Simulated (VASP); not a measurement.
An input for Ansatz (written as the equivalent of a VASP run, and not itself run):

Ansatz 0.2 input:
```yaml
crystal:
  lattice:
    - [1.5695010, -2.7858320, 0.0000000]
    - [1.5695010, 2.7858320, 0.0000000]
    - [0.0000000, 0.0000000, 3.4233860]
  atoms:
    - { symbol: Hf, position: [0.0000000, 0.0000000, 0.0000000] }
    - { symbol: B, position: [0.3333330, 0.6666670, 0.5000000] }
    - { symbol: B, position: [0.6731810, 0.3398470, 0.5000000] }
kpoints:
  mp_grid: { grid: [10, 10, 8] }
hamiltonian:
  xc: pbe
  pseudopotentials: { kind: paw }
scf:
  occupations: { method: methfessel_paxton, width: 0.2 }
  max_iter: 100
output: { forces: true, stress: true, eigenvalues: true }
```

Problem. Write the VASP files for the same calculation (PBE).

Solution. Several could match; the one computed here: 
**KPOINTS**
```
Automatic mesh
0
Gamma
10 10 8
0 0 0
```

File POSCAR:
```
HfB2
1
    1.5695010000    -2.7858320000     0.0000000000
    1.5695010000     2.7858320000     0.0000000000
    0.0000000000     0.0000000000     3.4233860000
Hf B
1 2
Direct
  0.0000000000   0.0000000000   0.0000000000
  0.3333330000   0.6666670000   0.5000000000
  0.6731810000   0.3398470000   0.5000000000
```

### INCAR
```
ALGO=Normal
EDIFF=1E-6
ENCUT=520
GGA=PE
ISIF=2
ISMEAR=1
LASPH=.True.
LCHARG=.False.
LMAXMIX=6
LREAL=.False.
LWAVE=.False.
NELM=100
PREC=Accurate
SIGMA=0.2
SYSTEM=HfB2
```

POTCAR, in this order: Hf_pv B (PBE.64 set). Program: vasp_std.

What does not carry over: each code has its own PAW files, so the cut-off isn't converted (ENCUT is set for VASP's; basis.ecutwfc is left out, and Ansatz then takes the one that its files recommend); Ansatz stops its SCF on the density residual and VASP on the energy change (EDIFF).

The compound is HfB2 in the AlB2 type structure. The cell was not relaxed at this level, atoms are displaced from their ideal sites. The run is one of a series of settings (SIGMA = 0.2 against the base run), some of them coarse on purpose.
